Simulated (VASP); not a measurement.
Given:

```yaml
crystal:
  lattice:
    - [0.00000, 1.80343, 1.80343]
    - [1.80343, 0.00000, 1.80343]
    - [1.80343, 1.80343, 0.00000]
  atoms:
    - { symbol: Ni, position: [0.00000, 0.00000, 0.00000], spin: 0.6 }
```

Method: vdW-DF2, VASP's PBE PAW potentials (set 64) (plane waves; VASP 6.6.1). Numerical set-up: 520 eV cut-off, Gaussian smearing of 0.050 eV, potentials Ni.

Task: Give the spin-up energies of bands 1 to 6 at the high-symmetry points, in eV from the Fermi level.

Result: 
```tsv
band	Γ	X	U	L	W
1	-8.32	-4.11	-3.52	-4.36	-3.30
2	-2.20	-3.74	-3.28	-2.17	-2.73
3	-2.20	-0.51	-1.86	-2.17	-2.73
4	-2.20	-0.44	-0.99	-0.56	-1.19
5	-1.14	-0.44	-0.67	-0.56	-0.44
6	-1.14	2.64	5.62	0.15	7.52
```

Task: Give the spin-down energies of bands 1 to 6 at the high-symmetry points, in eV from the Fermi level.

Result: 
```json
[
 {"band": "1", "Γ": "-8.36", "X": "-3.84", "U": "-3.16", "L": "-3.95", "W": "-3.00"},
 {"band": "2", "Γ": "-1.50", "X": "-3.17", "U": "-2.79", "L": "-1.65", "W": "-2.16"},
 {"band": "3", "Γ": "-1.50", "X": "-0.03", "U": "-1.28", "L": "-1.65", "W": "-2.16"},
 {"band": "4", "Γ": "-1.50", "X": "0.35", "U": "-0.54", "L": "0.07", "W": "-0.76"},
 {"band": "5", "Γ": "-0.69", "X": "0.35", "U": "0.11", "L": "0.11", "W": "0.35"},
 {"band": "6", "Γ": "-0.69", "X": "2.59", "U": "5.78", "L": "0.11", "W": "7.66"}
]
```

It has no gap at this level: it comes out as a metal or semimetal.

The compound is Ni in the fcc structure. It was relaxed first, which changed the volume by +8 %.
